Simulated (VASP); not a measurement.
```
PtS2
1.0
    1.80540    -3.12704     0.00000
    1.80540     3.12704     0.00000
    0.00000     0.00000     5.14080
Pt S
1 2
Direct
  0.00000   0.00000   0.00000
  0.33333   0.66667   0.23000
  0.66667   0.33333   0.77000
```

The base run (VASP): PBE GGA, plane waves, VASP's PBE PAW potentials (set 64). Settings: 400 eV cut-off, 6×6×4 Γ-centred mesh, Gaussian smearing of 0.050 eV, potentials Pt S.

One setting is varied; ΔE counts from the most expensive setting. The base run took about 9 core-seconds. Times come from single runs on busy shared machines, so they are rough: good to a factor of about 2.

The pressure holds a Pulay error that falls with the cut-off, as the column shows.

```csv
setting,cost over the base run,electronic steps,ΔE (meV/atom),pressure (GPa)
ENCUT = 250,within a factor of 2,14,6.4,-0.31
ENCUT = 300,within a factor of 2,14,0.5,0.76
ENCUT = 325,within a factor of 2,14,0.8,0.87
ENCUT = 350,within a factor of 2,14,0.8,0.99
base run,reference,14,0.4,1.17
ENCUT = 500,within a factor of 2,14,0.3,1.15
ENCUT = 725,about 2 times,14,0.0,1.21
ENCUT = 775,about 3 times,14,0.0,1.25
```

Left out are runs that failed, have no time on record or changed the cell.

The compound is PtS2 in the 1T layered structure. The cell was not relaxed at this level.
